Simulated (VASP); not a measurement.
# SiGeH6: atomic charges with PBE+TS

Molecule: SiGeH6, in a box.

```xyz
8
Lattice="13.0000 0.0000 0.0000 0.0000 13.0000 0.0000 0.0000 0.0000 14.0000" Properties=species:S:1:pos:R:3 pbc="T T T"
Si    5.9666    6.9284    6.0207
Ge    7.0130    6.1480    8.0084
H     4.5884    7.3990    6.3200
H     5.8925    5.8334    5.0176
H     6.7441    8.0563    5.4436
H     7.1024    7.2754    9.0503
H     8.4376    5.6513    7.7101
H     6.2140    4.9857    8.6211
```

```json
{"Program": "VASP 6.6.1", "Task": "atomic charges", "Functional": "PBE", "Dispersion": "TS", "Potentials or basis": "VASP PAW PBE potentials, release 64 (Si, Ge_d, H)", "Cutoff": "520 eV", "k mesh": "1 × 1 × 1", "Occupations": "gaussian, width 0.01 eV", "Spin": "no spin polarisation", "Further INCAR settings": "ALGO = Normal; EDIFF = 1e-06"}
```

```yaml
Largest_force: 0.133 eV/Å
Gap_between_the_frontier_levels: 6.22 eV
Valence_electrons_inside_the_program's_atomic_spheres: Si 1.75; Ge 12.62; H 0.58, 0.56
Hirshfeld_charges: Si +0.21; Ge +0.18; H -0.07, -0.06 e
Dispersion_energy_per_atom: -0.006 eV
```

Forces on the atoms (eV/Å):
```
Si   0.028 -0.025  0.060
Ge   0.012 -0.012  0.022
H   -0.121  0.043  0.021
H   -0.008 -0.093 -0.091
H    0.067  0.101 -0.055
H    0.007 -0.004  0.015
H    0.007 -0.005  0.014
H    0.007 -0.005  0.013
```

Levels at points of the mesh, in eV from the valence-band top:
```csv
k point,band 10,band 11,band 12,band 13,band 14,band 15
"(0.00, 0.00, 0.00)",-0.94,-0.94,0.00,6.22,6.55,6.77
```

It took 3.5 min on 1 thread of Intel(R) Xeon(R) Platinum 8488C (Sapphire Rapids) (shared host), peak memory 1.7 GiB.

Expect the measured gap to be larger: semilocal functionals such as PBE lack the derivative discontinuity.
